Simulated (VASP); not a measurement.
# SiC (Moissanite): what each functional gives, and what it costs, part 2 of 2

Aim: compute the gap of SiC (Moissanite) from the cheapest level upwards and hold each value against experiment. LASPH is on for some levels and off for others; the table marks which. The start is a cell from a database of measured crystal structures.

VASP 6.6.1, plane waves and PAW; the level of theory is named at each step.

So far, least gap on mesh and path (eV): step 2 (bands, level LDA) 1.95; step 3 (bands, level PBE) 2.00; step 4 (bands, level r2SCAN) 2.38; step 5 (bands, level TB-mBJ) 2.95.

## 6. Bands with TPSS

This step: TPSS; plane waves and PAW (Si, C) (VASP 6.6.1).

TPSS is an older meta-GGA.

INCAR

```
SYSTEM = SiC
PREC = Accurate
ENCUT = 520
EDIFF = 1E-06
NELM = 100
ISMEAR = 0
SIGMA = 0.02
LREAL = .FALSE.
ALGO = Normal
METAGGA = TPSS
LASPH = .TRUE.
NBANDS = 52
LORBIT = 11
LWAVE = .FALSE.
LCHARG = .FALSE.
KPAR = 2
NCORE = 4
```

POSCAR

```
SiC
1.0
    3.0810000000      0.0000000000      0.0000000000
   -1.5405000000      2.6682242691      0.0000000000
    0.0000000000      0.0000000000     15.1248000000
Si C
6 6
Direct
    0.0000000000      0.0000000000      0.0000000000
    0.0000000000      0.0000000000      0.5000000000
    0.3333333333      0.6666666667      0.1664000000
    0.6666666667      0.3333333333      0.6664000000
    0.6666666667      0.3333333333      0.3329000000
    0.3333333333      0.6666666667      0.8329000000
    0.3333333333      0.6666666667      0.0412000000
    0.6666666667      0.3333333333      0.5412000000
    0.6666666667      0.3333333333      0.2080000000
    0.3333333333      0.6666666667      0.7080000000
    0.0000000000      0.0000000000      0.3746000000
    0.0000000000      0.0000000000      0.8746000000
```

KPOINTS

```
Automatic mesh
0
Gamma
5 5 1
0 0 0
```

KPOINTS_OPT

```
Line mode
12
Line-mode
Reciprocal
  0.00000000   0.00000000   0.00000000 GAMMA
  0.50000000   0.00000000   0.00000000 M

  0.50000000   0.00000000   0.00000000 M
  0.33333333   0.33333333   0.00000000 K

  0.33333333   0.33333333   0.00000000 K
  0.00000000   0.00000000   0.00000000 GAMMA

  0.00000000   0.00000000   0.00000000 GAMMA
  0.00000000   0.00000000   0.50000000 A

  0.00000000   0.00000000   0.50000000 A
  0.50000000   0.00000000   0.50000000 L

  0.50000000   0.00000000   0.50000000 L
  0.33333333   0.33333333   0.50000000 H

  0.33333333   0.33333333   0.50000000 H
  0.00000000   0.00000000   0.50000000 A

  0.50000000   0.00000000   0.50000000 L
  0.50000000   0.00000000   0.00000000 M

  0.33333333   0.33333333   0.00000000 K
  0.33333333   0.33333333   0.50000000 H
```

PAW data sets: Si and C (PBE family, release 64).

Run with:

```sh
$ mpirun -np 8 vasp_std
```

Elapsed: 1.8 min, on 8 MPI ranks of AMD EPYC 9R45, shared host; peak memory 1.4 GiB; 14 min of CPU time.

Electronic bands along the path, in eV, zero at the valence-band top; v1 is the highest filled band, c1 the lowest empty one:

| point | v4 | v3 | v2 | v1 | c1 | c2 | c3 | c4 |
| --- | --- | --- | --- | --- | --- | --- | --- | --- |
| Γ | -0.28 | -0.03 | 0.00 | 0.00 | 5.32 | 5.50 | 5.89 | 6.36 |
| 0.55 of the way | -1.26 | -1.19 | -0.80 | -0.61 | 3.45 | 3.61 | 4.26 | 4.86 |
| M | -1.83 | -1.75 | -1.66 | -1.09 | 1.98 | 2.19 | 3.26 | 3.90 |
| 0.55 of the way | -2.51 | -2.22 | -2.07 | -1.76 | 2.91 | 3.59 | 4.47 | 5.04 |
| K | -3.15 | -2.20 | -2.06 | -2.06 | 3.49 | 3.49 | 3.78 | 5.06 |
| 0.45 of the way | -2.01 | -1.81 | -1.32 | -0.86 | 4.69 | 4.70 | 4.83 | 5.07 |
| Γ | -0.28 | -0.03 | 0.00 | 0.00 | 5.32 | 5.50 | 5.89 | 6.36 |
| 0.45 of the way | -0.21 | -0.20 | -0.02 | -0.02 | 5.33 | 5.46 | 5.96 | 6.33 |
| A | -0.09 | -0.09 | -0.09 | -0.09 | 5.39 | 5.39 | 6.14 | 6.14 |
| 0.45 of the way | -0.89 | -0.89 | -0.60 | -0.60 | 4.11 | 4.11 | 5.03 | 5.03 |
| L | -1.71 | -1.71 | -1.30 | -1.30 | 2.03 | 2.03 | 3.48 | 3.48 |
| 0.55 of the way | -2.71 | -2.71 | -1.71 | -1.71 | 3.30 | 3.30 | 4.47 | 4.47 |
| H | -2.63 | -2.63 | -2.26 | -2.26 | 3.67 | 3.67 | 4.35 | 4.35 |
| 0.55 of the way | -1.67 | -1.67 | -0.73 | -0.73 | 4.96 | 4.96 | 5.32 | 5.32 |
| A | -0.09 | -0.09 | -0.09 | -0.09 | 5.39 | 5.39 | 6.14 | 6.14 |
| jump to L | -1.71 | -1.71 | -1.30 | -1.30 | 2.03 | 2.03 | 3.48 | 3.48 |
| 0.55 of the way | -2.03 | -1.63 | -1.54 | -1.14 | 1.97 | 2.14 | 3.32 | 3.73 |
| M | -1.83 | -1.75 | -1.66 | -1.09 | 1.98 | 2.19 | 3.26 | 3.90 |
| jump to K | -3.15 | -2.20 | -2.06 | -2.06 | 3.49 | 3.49 | 3.78 | 5.06 |
| 0.45 of the way | -3.00 | -2.30 | -2.14 | -2.14 | 3.56 | 3.56 | 3.91 | 4.87 |
| H | -2.63 | -2.63 | -2.26 | -2.26 | 3.67 | 3.67 | 4.35 | 4.35 |

Of the projections kept (Si, C), the largest for each band there; the rest of the weight can lie on other orbitals:

| point | v4 | v3 | v2 | v1 | c1 | c2 | c3 | c4 |
| --- | --- | --- | --- | --- | --- | --- | --- | --- |
| Γ | C 0.84 | C 0.89 | C 0.90 | C 0.90 | Si 0.60 | Si 0.61 | Si 0.58 | C 0.74 |
| M | C 0.67 | C 0.67 | C 0.68 | C 0.73 | C 0.59 | Si 0.57 | Si 0.73 | C 0.56 |
| K | C 0.58 | C 0.64 | C 0.64 | C 0.64 | Si 0.56 | Si 0.56 | Si 0.58 | C 0.80 |
| Γ | C 0.84 | C 0.89 | C 0.90 | C 0.90 | Si 0.60 | Si 0.61 | Si 0.58 | C 0.74 |
| A | C 0.88 | C 0.88 | C 0.88 | C 0.88 | Si 0.60 | Si 0.60 | Si 0.60 | Si 0.60 |
| L | C 0.68 | C 0.68 | C 0.71 | C 0.71 | Si 0.52 | Si 0.52 | Si 0.64 | Si 0.64 |

The gap is 1.97 eV, indirect, from Γ to a point between the labelled ones. Against LDA that is +0.03 eV; this run took 2.7 times the core time. The gap lies -1.06 eV from the measured 3.03 eV.

## 7. Starting orbitals for the hybrid

This step: PBE; plane waves and PAW (Si, C) (VASP 6.6.1).

A hybrid converges badly from random orbitals, so a cheap semilocal run writes a WAVECAR on the same mesh first.

INCAR

```
SYSTEM = SiC
PREC = Accurate
ENCUT = 520
EDIFF = 1E-05
NELM = 100
ISMEAR = 0
SIGMA = 0.02
LREAL = .FALSE.
ALGO = Normal
GGA = PE
NBANDS = 36
LORBIT = 11
LWAVE = .TRUE.
LCHARG = .FALSE.
KPAR = 2
NCORE = 4
```

POSCAR is that of step 6.

KPOINTS is that of step 6.

Run with:

```sh
$ mpirun -np 8 vasp_std
```

Run time: 3.2 s. Hardware: 8 MPI ranks; peak memory 1.1 GiB; 21 s of CPU time.

The gap is read on the k-mesh alone, so it is an upper bound where the band edges lie off the mesh.

A gap read on the k-mesh alone can miss the band edges.

This step gave:

* SCF cycles: 12
* bands: 36
* free energy (TOTEN): -90.2432 eV
* Fermi energy: 8.276 eV
* pressure: 2.880 GPa
* conduction bottom at k: 0.4, 0, 0
* least direct gap at k: 0.4, 0, 0
* gap on the k-mesh: 2.290 eV
* least direct gap on the k-mesh: 3.290 eV

Force by atom:

| atom | x (eV/Å) | y (eV/Å) | z (eV/Å) | size |
| --- | --- | --- | --- | --- |
| Si1 | 0.000 | 0.000 | -0.144 | 0.144 |
| Si2 | 0.000 | 0.000 | -0.144 | 0.144 |
| Si3 | 0.000 | 0.000 | 0.007 | 0.007 |
| Si4 | 0.000 | 0.000 | 0.007 | 0.007 |
| Si5 | 0.000 | 0.000 | 0.108 | 0.108 |
| Si6 | 0.000 | 0.000 | 0.108 | 0.108 |
| C7 | 0.000 | 0.000 | 0.167 | 0.167 |
| C8 | 0.000 | 0.000 | 0.167 | 0.167 |
| C9 | 0.000 | 0.000 | -0.048 | 0.048 |
| C10 | 0.000 | 0.000 | -0.048 | 0.048 |
| C11 | 0.000 | 0.000 | -0.090 | 0.090 |
| C12 | 0.000 | 0.000 | -0.090 | 0.090 |

## 8. Bands with HSE06

This step: HSE06; plane waves and PAW (Si, C) (VASP 6.6.1).

HSE06 mixes in a quarter of exact exchange at short range, at far higher cost; in semiconductors this cures much of the gap error, while metals seldom gain.

INCAR

```
SYSTEM = SiC
PREC = Accurate
ENCUT = 520
EDIFF = 1E-06
NELM = 100
ISMEAR = 0
SIGMA = 0.02
LREAL = .FALSE.
ALGO = Normal
LHFCALC = .TRUE.
AEXX = 0.25
GGA = PE
HFSCREEN = 0.2
LASPH = .TRUE.
NBANDS = 36
PRECFOCK = Fast
LORBIT = 11
LWAVE = .FALSE.
LCHARG = .FALSE.
KPAR = 2
```

POSCAR is that of step 7.

KPOINTS is that of step 7.

Edit KPOINTS_OPT of step 6 so:

```diff
@@ -1,3 +1,3 @@
 Line mode
-12
+6
 Line-mode
```

The WAVECAR or CHGCAR of an earlier step is read.

Run with:

```sh
$ mpirun -np 8 vasp_std
```

Wall time 12 min (8 MPI ranks); peak memory 2.7 GiB.

The electronic bands at the labelled points (eV, zero at the valence-band top; v1 is the highest filled band, c1 the lowest empty one):

| point | v4 | v3 | v2 | v1 | c1 | c2 | c3 | c4 |
| --- | --- | --- | --- | --- | --- | --- | --- | --- |
| Γ | -0.32 | -0.03 | 0.00 | 0.00 | 6.38 | 6.56 | 6.98 | 7.53 |
| 0.60 of the way | -1.52 | -1.44 | -1.00 | -0.79 | 4.14 | 4.27 | 5.04 | 5.68 |
| M | -2.01 | -1.94 | -1.78 | -1.22 | 2.93 | 3.15 | 4.24 | 4.96 |
| 0.60 of the way | -2.75 | -2.41 | -2.36 | -1.94 | 3.97 | 4.70 | 5.46 | 6.16 |
| K | -3.39 | -2.41 | -2.26 | -2.26 | 4.50 | 4.50 | 4.79 | 6.17 |
| 0.40 of the way | -2.55 | -2.06 | -1.46 | -1.16 | 5.42 | 5.63 | 5.76 | 6.11 |
| Γ | -0.32 | -0.03 | 0.00 | 0.00 | 6.38 | 6.56 | 6.98 | 7.53 |
| 0.40 of the way | -0.24 | -0.16 | -0.02 | -0.02 | 6.40 | 6.54 | 7.03 | 7.45 |
| A | -0.10 | -0.10 | -0.10 | -0.10 | 6.45 | 6.45 | 7.23 | 7.23 |
| 0.40 of the way | -0.87 | -0.87 | -0.56 | -0.56 | 5.51 | 5.51 | 6.36 | 6.36 |
| L | -1.86 | -1.86 | -1.44 | -1.44 | 2.99 | 2.99 | 4.47 | 4.47 |
| 0.60 of the way | -2.92 | -2.92 | -1.95 | -1.95 | 4.43 | 4.43 | 5.46 | 5.46 |
| H | -2.85 | -2.85 | -2.45 | -2.45 | 4.69 | 4.69 | 5.39 | 5.39 |
| 0.60 of the way | -1.48 | -1.48 | -0.69 | -0.69 | 6.24 | 6.24 | 6.63 | 6.63 |
| A | -0.10 | -0.10 | -0.10 | -0.10 | 6.45 | 6.45 | 7.23 | 7.23 |
| jump to L | -1.86 | -1.86 | -1.44 | -1.44 | 2.99 | 2.99 | 4.47 | 4.47 |
| 0.60 of the way | -2.23 | -1.77 | -1.74 | -1.26 | 2.93 | 3.11 | 4.29 | 4.78 |
| M | -2.01 | -1.94 | -1.78 | -1.22 | 2.93 | 3.15 | 4.24 | 4.96 |
| jump to K | -3.39 | -2.41 | -2.26 | -2.26 | 4.50 | 4.50 | 4.79 | 6.17 |
| 0.60 of the way | -3.14 | -2.58 | -2.38 | -2.38 | 4.62 | 4.62 | 5.02 | 5.82 |
| H | -2.85 | -2.85 | -2.45 | -2.45 | 4.69 | 4.69 | 5.39 | 5.39 |

Of the projections kept (Si, C), the largest for each band there; the rest of the weight can lie on other orbitals:

| point | v4 | v3 | v2 | v1 | c1 | c2 | c3 | c4 |
| --- | --- | --- | --- | --- | --- | --- | --- | --- |
| Γ | C 0.83 | C 0.88 | C 0.89 | C 0.89 | Si 0.60 | Si 0.61 | Si 0.59 | Si 0.60 |
| M | C 0.66 | C 0.66 | C 0.68 | C 0.72 | C 0.57 | Si 0.58 | Si 0.73 | C 0.55 |
| K | C 0.58 | C 0.63 | C 0.64 | C 0.64 | Si 0.58 | Si 0.58 | Si 0.60 | C 0.78 |
| Γ | C 0.83 | C 0.88 | C 0.89 | C 0.89 | Si 0.60 | Si 0.61 | Si 0.59 | Si 0.60 |
| A | C 0.87 | C 0.87 | C 0.87 | C 0.87 | Si 0.60 | Si 0.60 | Si 0.61 | Si 0.61 |
| L | C 0.68 | C 0.68 | C 0.70 | C 0.70 | Si 0.52 | Si 0.52 | Si 0.66 | Si 0.66 |

The gap is 2.93 eV, indirect, from Γ to a point between the labelled ones. Against LDA that is +0.98 eV; this run took 17 times the core time, on fewer points of the path. The gap lies -0.10 eV from the measured 3.03 eV.

## 9. The ladder as a table

This step: ladder of functionals on one cell; plane waves and PAW (VASP 6.6.1).

No new run; the numbers come from the runs before.

A gap of 0 means none; cost is the wall time of each run, as given at its step, times its ranks, without the set-up around it; LASPH differs between rows, which moves results and costs too. Results by level, by row:

| level | gap (eV) | least direct gap (eV) | pressure (GPa) | cost (core minutes) | LASPH |
| --- | --- | --- | --- | --- | --- |
| LDA | 1.946 | 3.069 | -3.1 | 5.47 | off |
| PBE | 2.001 | 3.111 | 2.87 | 5.6 | off |
| r2SCAN | 2.38 | 3.543 | -0.78 | 14.5 | on |
| TB-mBJ | 2.955 | 4.105 | - | 5.73 | on |
| TPSS | 1.972 | 3.067 | 0.69 | 14.5 | on |
| HSE06 | 2.93 | 4.149 | - | 94.8 | on |

## 10. Summary of results

```yaml
gap_lda: 1.95 eV
gap_pbe: 2.00 eV
gap_r2scan: 2.38 eV
gap_tb_mbj: 2.95 eV
gap_tpss: 1.97 eV
gap_hse06: 2.93 eV
```

For SiC (Moissanite) the functional decides between a gap of 1.95 eV (LDA) and 2.95 eV (TB-mBJ), while across these levels the cost spans a factor of 17. The cheapest level whose gap lies within 0.21 eV of experiment (a bound picked here) is TB-mBJ, at 5.7 core minutes. In most such crystals zero-point and thermal motion narrow the gap, so the static value to match lies above the measured one, and levels a little over it fare better than the table shows. HSE06 moves the gap by +0.93 eV from PBE, at about 17 times the core time, though on fewer points of the path. TB-mBJ lands +0.02 eV from HSE06 at 6.0 % of its cost. All levels use one geometry and one mesh, kept coarse to afford the hybrids, so no gap here is fully converged. Costs come from a shared host, and the hybrids use PRECFOCK = Fast. These are single-particle gaps of a static lattice, without excitons or temperature. LASPH is on for some levels and off for others, so differences between them are not the functional's alone.

Comparison with the measured values:

| quantity | measured | LDA | PBE | r2SCAN | TB-mBJ | TPSS | HSE06 |
| --- | --- | --- | --- | --- | --- | --- | --- |
| band gap (least gap) (eV) | 3.03 | 1.95 (-1.08 eV) | 2.00 (-1.03 eV) | 2.38 (-0.65 eV) | 2.95 (-0.08 eV) | 1.97 (-1.06 eV) | 2.93 (-0.10 eV) |

Measured values from arxiv:1806.04908 (2018).

**Verdict.** For the band gap, of the levels listed nearest comes TB-mBJ (-0.08 eV, good agreement) and farthest LDA (-1.08 eV, a clear miss). Zero-point and thermal motion shift the measured gap. No cell relaxation is part of this session.

[Lines on the potential files, build, host, timing and source positions are cut from VASP's logs without a mark.]

[Logs are printed without paths, hosts, clocks, repeated set-up lines and the standing remarks that a program may print on its own settings, such as how far it seeks lower states.]

[Hosts, paths, dates, database ids (printed as entryN), source tags and the programs' standing remarks are cut or masked in the printed files.]

[A measured line is paired with the nearest computed mode of its activity, which favours agreement.]
